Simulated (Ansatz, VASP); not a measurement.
# Se (Selenium) in two plane-wave programs, part 2 of 2

One calculation is typed for both programs; each brings its own data sets. How far apart do they land? The cell is taken from a series of runs on this material, whose earlier steps may have relaxed, scaled, displaced or heated it; both programs get it as it stands.

VASP 6.6.1 and Ansatz 0.2.0.

So far. Step 2 (VASP: single point, HSE06): The run ends at a pressure of -0.69 GPa, with forces up to 0.63 eV/Å.

## Step 3: Ansatz: single point, HSE06

Level of this step: Ansatz beside VASP: Kohn-Sham DFT, plane waves, HSE06 (Ansatz).

Ansatz runs on its PAW soft_1 files.

The same cell, functional and mesh now go to Ansatz, which takes its cutoff from its data sets.

Input file input.yaml:

```yaml
crystal:
  lattice:
    - [4.3662, 0.0, 0.0]
    - [-2.1831, 3.781240118, 0.0]
    - [0.0, 0.0, 4.904064]
  atoms:
    - { symbol: Se, position: [0.2332172548, 0.0, 0.3333333333] }
    - { symbol: Se, position: [0.0, 0.2332172548, 0.6666666667] }
    - { symbol: Se, position: [0.7667827452, 0.7667827452, 0.0] }
kpoints:
  mp_grid: { grid: [6, 6, 4] }
  band_path:
    path:
      - [0.0, 0.0, 0.0]
      - [0.5, 0.0, 0.0]
      - [0.33333333, 0.33333333, 0.0]
      - [0.0, 0.0, 0.5]
      - [0.5, 0.0, 0.5]
      - [0.33333333, 0.33333333, 0.5]
      - [0.349999997, 0.299999997, 0.5]
    npoints: 1
hamiltonian:
  xc: hse06
  pseudopotentials: { kind: paw, azcp: { folder: soft_1 } }
scf:
  occupations: { method: fixed }
  n_extra_bands: 5
output:
  eigenvalues: true
```

Started as:

```console
$ ansatz run input.yaml --threads 3 --pin off --max-ram 92160MiB --backend cuda --events-out ev --progress --plain --runs-dir out --devices 1 --max-vram 13GiB
```

Numbers of over 12 decimals in the logs are rounded to 6 here.

What it wrote:

```text
scf.n_extra_bands = 5 over 24 filled bands (N_el = 48.0): the run solves 29 bands
GPUs: using 1 of 1 available (devices: 1).
Engine: ansatz 0.2.0, x86_64-unknown-linux-gnu
Pseudopotentials: kind: paw
Pseudopotential: Se, paw, valence charge 16, recommended cutoff 420 eV (normal), soft_1/Se.paw.azcp
Functional definition: HSE06
  parameter a = 0.25
  parameter omega = 0.11/bohr
  exchange = pbe_x - a*pbe_x_sr(omega) + a*exact_x_sr(omega)
  correlation = pbe_c
davidson cushion auto → on  (no smearing: the cushion is to keep the highest requested band from converging to the state above it; pin scf.eigensolver.cushion to override)
device memory: the entry about to start is reckoned to put 0.9 GiB on a device that reports 58.1 GiB free (of which the cap on the GPU budget leaves the run 13.0 GiB)
GPU FFT provider: cuFFT
GPU libraries: cuBLAS 13.8.2, cuFFT 12.4.0, cuSOLVER 12.3.4
Crystal: 3 atoms, lattice volume = 80.964 Å³
Basis set: ecut = 420 eV, 1583 PW (Γ)
Bands: 29, of which v1, the nominal top of the filled ones, is band 24 counted from 1 (23 counted from 0)
Symmetry: 6 space group operations
Space group: P3121 (ITA 152), of the structure as read, at distance tolerance 4.3e-5 Å
k-points: 24 of 144 (time reversal used)
Non-local potential: Se, projectors of the file, l = 0: 2, l = 1: 2, l = 2: 3, l = 3: 1
PAW form: soft (Blöchl's): semilocal exchange-correlation on the pseudo side does not see the compensation charge
PAW frozen core: Se, regenerated for the run's functional, and the local potential with it (the file was generated under x = pbe(κ = 0.804, μ = 0.219515), c = pbe(β = 0.066725))
PAW one-centre angular grid: Se, 590 points (default); XC on 64 Gauss nodes
Initial density: superposition of atomic densities (chi_scale 0.1, normalization cell)
Initial wavefunctions: pseudopotential atomic-orbital guess
GPU buffer pool allocated for 32400 grid points (all kernels)
GPU transforms: local potential and band sums: pruned to the plane-wave sphere, on 30×30×36
Functional: x = pbe(κ = 0.804, μ = 0.219515), c = pbe(β = 0.066725), warm-up for x = pbe(κ = 0.804, μ = 0.219515) + 0.25 (exact − pbe) at short range (hse, ω = 0.207870 Å⁻¹), c = pbe(β = 0.066725); HSE06 as pw.x's `hse` composes it (authors' and Libxc's form: `xc: wpbeh`)
iter 1 solved again at ethr=8.42e-4 eV; its pass at ethr=1.00e-1 eV (dr2=4.04e-1 eV) is discarded
SCF iter   1: F=—  HF=-16407.301258 eV  |F-HF|=—  |Δ(HF+E_count)|=         —  Δρ=2.77e-2  dr2=3.81e-1  ethr=8.42e-4  ⟨swp⟩=5.8  Hψ=4064  notcnv=0
preconditioner: auto → none  [insulator: Δε(μ)=1.024 eV  Ē_g=10.355 eV  n_scr=20 (ndim 8)  ℏωp=17.5 eV  f_vac=0.054]
SCF iter   2: F=—  HF=-16407.237255 eV  |F-HF|=—  |Δ(HF+E_count)|=   6.40e-2  Δρ=1.23e-2  dr2=7.23e-2  ethr=7.94e-4  ⟨swp⟩=2.0  Hψ=1536  notcnv=0
iter 3 solved again at ethr=3.19e-6 eV; its pass at ethr=1.51e-4 eV (dr2=1.53e-3 eV) is discarded
SCF iter   3: F=—  HF=-16407.232291 eV  |F-HF|=—  |Δ(HF+E_count)|=   4.96e-3  Δρ=1.49e-3  dr2=1.45e-3  ethr=3.19e-6  ⟨swp⟩=4.0  Hψ=3726  notcnv=0
SCF iter   4: F=—  HF=-16407.232034 eV  |F-HF|=—  |Δ(HF+E_count)|=   2.56e-4  Δρ=5.31e-4  dr2=1.31e-4  ethr=3.03e-6  ⟨swp⟩=3.6  Hψ=1798  notcnv=0
SCF iter   5: F=-16407.232055 eV  HF=-16407.232063 eV  |F-HF|=8.26e-6  |Δ(HF+E_count)|=   2.88e-5  Δρ=1.23e-4  dr2=1.07e-5  ethr=2.72e-7  ⟨swp⟩=3.2  Hψ=1882  notcnv=0
SCF 1 stopped early in 5 iterations: F = -16407.232055 eV  dr2 = 1.07e-5
  greatest PAW one-centre occupation: 1.000 electrons in one spin orbital (limit 2), on the Se atom at site 2 (counted from 0), in its partial waves of l = 2
device memory: the entry about to start is reckoned to put 1.6 GiB (of the 1.7 GiB reckoned in all, the device holds 0.1 GiB already) on a device that reports 57.0 GiB free (of which the cap on the GPU budget leaves the run 12.9 GiB)
GPU FFT provider: cuFFT
GPU libraries: cuBLAS 13.8.2, cuFFT 12.4.0, cuSOLVER 12.3.4
Initial density: handed on by an earlier stage of this run
Initial wavefunctions: those handed on with the density
GPU buffer pool allocated for 32400 grid points (all kernels)
GPU transforms: local potential and band sums: pruned to the plane-wave sphere, on 30×30×36
Functional: x = pbe(κ = 0.804, μ = 0.219515) + 0.25 (exact − pbe) at short range (hse, ω = 0.207870 Å⁻¹), c = pbe(β = 0.066725); HSE06 as pw.x's `hse` composes it (authors' and Libxc's form: `xc: wpbeh`)
Exchange kernel: α = 0.2500, screened, ω = 0.2079 Å⁻¹, Wigner–Seitz truncation, v(0) = 1046.2380 eV·Å³, q-mesh 6×6×4, nearest image of the exchange supercell L = 19.62 Å, pair-density grid 18×18×24, without the augmentation charges, whose exchange is taken in its separable form by FFT convolution over the k-point mesh (sized by the pseudopotential files, 27×27×36 at the most), smooth part of the exact exchange by density-matrix convolution in up to 3.68 GiB of GPU memory as planned if the GPU has room (build and FFT work areas not counted)
Frozen-core exchange: fock
SCF iter   1: F=—  HF=-16411.400334 eV  |F-HF|=—  |Δ(HF+E_count)|=         —  Δρ=5.21e-3  dr2=1.23e-2  ethr=2.22e-7  ⟨swp⟩=7.8  Hψ=3781  notcnv=0
preconditioner: auto → none  [insulator: Δε(μ)=1.582 eV  Ē_g=11.720 eV  n_scr=20 (ndim 8)  ℏωp=17.5 eV  f_vac=0.084]
SCF iter   2: F=—  HF=-16411.385918 eV  |F-HF|=—  |Δ(HF+E_count)|=   1.44e-2  Δρ=1.88e-3  dr2=2.58e-3  ethr=2.22e-7  ⟨swp⟩=5.0  Hψ=2979  notcnv=0
SCF iter   3: F=—  HF=-16411.385318 eV  |F-HF|=—  |Δ(HF+E_count)|=   6.00e-4  Δρ=4.47e-4  dr2=1.80e-3  ethr=2.22e-7  ⟨swp⟩=3.3  Hψ=2244  notcnv=0
SCF iter   4: F=—  HF=-16411.400023 eV  |F-HF|=—  |Δ(HF+E_count)|=   1.47e-2  Δρ=8.06e-4  dr2=3.36e-4  ethr=1.11e-7  ⟨swp⟩=4.0  Hψ=2928  notcnv=0
SCF iter   5: F=—  HF=-16411.399891 eV  |F-HF|=—  |Δ(HF+E_count)|=   1.32e-4  Δρ=7.10e-5  dr2=4.95e-5  ethr=1.11e-7  ⟨swp⟩=3.0  Hψ=2232  notcnv=0
SCF iter   6: F=-16411.400202 eV  HF=-16411.400207 eV  |F-HF|=4.82e-6  |Δ(HF+E_count)|=   3.16e-4  Δρ=1.47e-4  dr2=1.26e-5  ethr=3.87e-9  ⟨swp⟩=4.2  Hψ=2933  notcnv=0
SCF 2 stopped early in 6 iterations: F = -16411.400202 eV  dr2 = 1.26e-5
  greatest PAW one-centre occupation: 1.000 electrons in one spin orbital (limit 2), on the Se atom at site 1 (counted from 0), in its partial waves of l = 2
hybrid outer 1: dexx = +1.758e-2 eV, tail = 4.11e-4 eV
GPU FFT provider: cuFFT
GPU libraries: cuBLAS 13.8.2, cuFFT 12.4.0, cuSOLVER 12.3.4
GPU buffer pool allocated for 32400 grid points (all kernels)
GPU transforms: local potential and band sums: pruned to the plane-wave sphere, on 30×30×36
Exchange kernel: α = 0.2500, screened, ω = 0.2079 Å⁻¹, Wigner–Seitz truncation, v(0) = 1046.2380 eV·Å³, q-mesh 6×6×4, nearest image of the exchange supercell L = 19.62 Å, pair-density grid 18×18×24, without the augmentation charges, whose exchange is taken in its separable form by FFT convolution over the k-point mesh (sized by the pseudopotential files, 27×27×36 at the most), smooth part of the exact exchange by density-matrix convolution in up to 3.68 GiB of GPU memory as planned if the GPU has room (build and FFT work areas not counted)
Frozen-core exchange: fock
SCF iter   1: F=—  HF=-16411.400701 eV  |F-HF|=—  |Δ(HF+E_count)|=         —  Δρ=7.37e-5  dr2=2.19e-6  ethr=4.28e-6  ⟨swp⟩=2.0  Hψ=1536  notcnv=0
preconditioner: auto → none  [insulator: Δε(μ)=1.642 eV  Ē_g=11.748 eV  n_scr=20 (ndim 8)  ℏωp=17.5 eV  f_vac=0.089]
SCF iter   2: F=—  HF=-16411.400704 eV  |F-HF|=—  |Δ(HF+E_count)|=   2.72e-6  Δρ=2.90e-5  dr2=4.36e-7  ethr=4.18e-9  ⟨swp⟩=4.0  Hψ=2882  notcnv=0
SCF iter   3: F=—  HF=-16411.400704 eV  |F-HF|=—  |Δ(HF+E_count)|=   1.30e-7  Δρ=1.09e-5  dr2=2.29e-7  ethr=5.17e-10  ⟨swp⟩=3.0  Hψ=2232  notcnv=0
SCF iter   4: F=-16411.400704 eV  HF=-16411.400705 eV  |F-HF|=5.28e-8  |Δ(HF+E_count)|=   9.45e-7  Δρ=6.35e-6  dr2=1.45e-8  ethr=1.16e-10  ⟨swp⟩=4.5  Hψ=2378  notcnv=0  defer=1
SCF 3 converged in 4 iterations: F = -16411.400704 eV  dr2 = 1.45e-8
hybrid outer 2: dexx = +1.446e-6 eV, tail = 2.60e-7 eV, Δε = 4.40e-3 eV (about 3.37e-4 eV left of the loop's levels)
device memory: the entry about to start is reckoned to put 0.5 GiB on a device that reports 62.2 GiB free (of which the cap on the GPU budget leaves the run 13.0 GiB)
NSCF: frozen V_eff on 7 k-points
hybrid SCF converged: 2 outer / 10 inner (+5 warm-up), last move |dexx| = 1.45e-6 eV, tail = 2.60e-7 eV
Stability not checked: this state was not tested for a lower state beside it, because the functional holds exact exchange (a hybrid, or Hartree-Fock), whose exchange loop this test does not read (fock_operator; see scf.lower_state_search)
Free energy (F): -16411.400705 eV
Frozen-core exchange: fock
Harris-Foulkes:  -16411.400705 eV  (|F-HF|=5.28e-8)
Internal energy: -16411.400705 eV  (E = F + TS)
E sigma→0 (E₀):  -16411.400705 eV
Fermi energy:    6.243141 eV
--- Per-component energies (eV) ---
  E_band       = -1387.258903
  E_kinetic    = 326.020896
  E_local      = -8322.931448  (includes V_loc(G=0)·N_el)
  E_nonlocal   = -1064.608109
  E_hartree    = 4326.014326
  E_xc         = -205.088278
  E_vxc        = -215.868668  (∫ρ·V_xc dr)
  E_exx        = -204.043480  (= α·E_x^exact, valence–valence)
  E_paw        = -6233.234519  (= ΣΔE_a)
  E_vpaw       = -353.808601  (= ΣTr[D̂ρ^β])
  E_aug_tail   = -0.001114  (compensation charges beyond the density's cutoff)
  E_ewald      = -5030.316066
  E_core_change = -3.212914  (= ΣΔE_core)
  E_smearing   = -0.000000  (= −TS)
  E_closure    = -0.000000  (closes the sum)
  Σ components = -16411.400705   (vs F -16411.400705, Δ=0.00e0)
--- Band table (eV; the first three rows and the last of 24) ---
  k-point 0: bands = [... 20 lower, 2.1930, 3.8413, 3.8413, 5.5232, 8.8028, 8.8028, 8.9070, 13.3878, ... 1 higher]
  k-point 1: bands = [... 20 lower, 2.5072, 3.8761, 4.4036, 5.0972, 8.2373, 8.3803, 8.4170, 13.7603, ... 1 higher]
  k-point 2: bands = [... 20 lower, 2.5476, 4.3214, 4.3214, 4.8620, 7.8856, 7.8856, 8.1677, 13.4535, ... 1 higher]
  k-point 23: bands = [... 20 lower, 0.6792, 5.1889, 5.9121, 5.9121, 8.0794, 9.5624, 9.5624, 13.7993, ... 1 higher]
```

## Step 4: Side by side

Known differences besides the potentials themselves: exact exchange at q = 0 is treated differently, which shows on coarse meshes; VASP keeps PBE cores, Ansatz makes them for the functional; fixed occupations in Ansatz, narrow Gaussian smearing in VASP; the data sets hold 48 valence electrons in Ansatz (on its PAW soft_1 files) and 18 in VASP; the cutoff is 420 eV in Ansatz and 400 eV in VASP; VASP takes a coarser grid for exact exchange (PRECFOCK = Fast). Total energies have different zeros and are not compared.

The two programs side by side:

```
              quantity  Ansatz   VASP  difference
gap on the k mesh (eV)   1.643  1.655      -0.013
```

A gap on the mesh is an upper bound, since the band edges may lie between its points.

## Step 5: Outcome

```
difference in gap on the k mesh (single point, HSE06) : -0.013 eV
```

In words: The difference in gap on the k mesh is -0.013 eV (single point, HSE06), within the 0.08 eV picked in this series as the mark of a large difference. The data sets hold unlike numbers of valence electrons (48 in Ansatz and 18 in VASP), so part of the differences comes from the potentials. Such differences can come from data sets, numerical settings and the points named under the comparisons, not from the functional's error against experiment.

[Lines on the potential files, build, host, timing and source positions are cut from VASP's logs without a mark.]

[Logs are printed without paths, hosts, clocks, repeated set-up lines and the standing remarks that a program may print on its own settings, such as how far it seeks lower states.]

[Hosts, paths, dates, database ids (printed as entryN), source tags and the programs' standing remarks are cut or masked in the printed files.]
